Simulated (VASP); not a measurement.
The system is CdCu2SnS4.

```
Cd Cu Sn S
1.0
    -2.80915    2.80915    5.49337
     2.80915   -2.80915    5.49337
     2.80915    2.80915   -5.49337
Cd Cu Sn S
1 2 1 4
Direct
  0.00000 0.00000 0.00000
  0.75000 0.25000 0.50000
  0.25000 0.75000 0.50000
  0.50000 0.50000 0.00000
  0.39861 0.88182 0.00000
  0.88182 0.39861 0.00000
  0.60139 0.60139 0.48321
  0.11818 0.11818 0.51679
```

The cell is a database's computed one.

| Property | Result |
| --- | --- |
| Program | VASP 6.6.1 |
| Task | relaxation of cell and atoms |
| Functional | r2SCAN |
| Potentials or basis | VASP PAW PBE potentials, release 64 (Cd, Cu, Sn_d, S) |
| Cutoff | 600 eV |
| k mesh | 10 × 10 × 10 |
| Occupations | methfessel-paxton, width 0.1 eV |
| Spin | no spin polarisation |

At the start: pressure -1.6 GPa; volume 21.68 Å³/atom.

Where does the relaxation end?

Over 7 steps the energy falls by 2.5 meV/atom and the volume is 21.23 Å³/atom (-2.1 %); space group I-42m (No. 121, to 0.05 Å).

The path:
```tsv
step	energy change (eV)	largest force (eV/Å)	pressure (GPa)	volume (Å³)
1	0.0000	0.1267	-1.56	173.40
2	-0.0162	0.0198	0.72	168.16
3	-0.0196	0.0254	0.02	169.68
4	-0.0196	0.0246	0.09	169.60
5	-0.0197	0.0144	-0.06	169.87
6	-0.0197	0.0152	-0.08	169.86
7	-0.0198	0.0052	-0.01	169.81
```

Final structure:
```cif
data_structure
_symmetry_space_group_name_H-M 'P 1'
_symmetry_Int_Tables_number 1
_cell_length_a 6.7270
_cell_length_b 6.7270
_cell_length_c 6.7270
_cell_angle_alpha 130.957
_cell_angle_beta 130.957
_cell_angle_gamma 71.881
_cell_volume 169.81
loop_
_atom_site_label
_atom_site_type_symbol
_atom_site_fract_x
_atom_site_fract_y
_atom_site_fract_z
_atom_site_occupancy
Cd1 Cd 0.00000 0.00000 0.00000 1
Cu1 Cu 0.75000 0.25000 0.50000 1
Cu2 Cu 0.25000 0.75000 0.50000 1
Sn1 Sn 0.50000 0.50000 0.00000 1
S1 S 0.39850 0.88083 0.00000 1
S2 S 0.88083 0.39850 0.00000 1
S3 S 0.60150 0.60150 0.48233 1
S4 S 0.11917 0.11917 0.51767 1
```

Caveat: the PAW data sets were made with another functional, which shifts forces and pressure a little.
